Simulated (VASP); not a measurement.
PbS (rock salt) is relaxed at rising pressure, each step from the one before. Symmetry mostly holds the structure type, and other phases were not tried. The mesh follows the cell, and a change of mesh leaves a small step in the series.

Given:

```cif
data_PbS
_chemical_formula_sum 'Pb1 S1'
_space_group_name_H-M_alt 'P 1'
_space_group_IT_number 1
_cell_length_a 4.24534
_cell_length_b 4.24534
_cell_length_c 4.24534
_cell_angle_alpha 60.000
_cell_angle_beta 60.000
_cell_angle_gamma 60.000
loop_
_space_group_symop_operation_xyz
  'x, y, z'
loop_
_atom_site_label
_atom_site_type_symbol
_atom_site_fract_x
_atom_site_fract_y
_atom_site_fract_z
_atom_site_occupancy
Pb1 Pb 0.00000 0.00000 0.00000 1
S1 S 0.50000 0.50000 0.50000 1
```

These are PBE GGA, VASP's PBE PAW potentials (set 64) (plane waves; VASP 6.6.1) values and carry that method's errors. Run with 500 eV cut-off, 8×8×8 Γ-centred mesh, Gaussian smearing of 0.050 eV, potentials Pb_d S.

```tsv
P (GPa)	V (Å³/atom)	H − H(0) (eV/atom)	space group	k-mesh
0	27.05	0.000	Fm-3m	8×8×8
5	25.02	0.812	Fm-3m	8×8×8
10	(withheld)	(withheld)	Fm-3m	8×8×8
20	21.45	2.967	Fm-3m	8×8×8
30	20.03	4.260	Fm-3m	8×8×8
45	(withheld)	(withheld)	Fm-3m	9×9×9
```

Question: Some entries are withheld; supply them.

Answer: 
- 45, V (Å³/atom): 18.48
- 45, H − H(0) (eV/atom): 6.064
- 10, V (Å³/atom): 23.52
- 10, H − H(0) (eV/atom): 1.568

Pressures at which the relaxation failed are left out.

The compound is PbS in the rock salt structure.
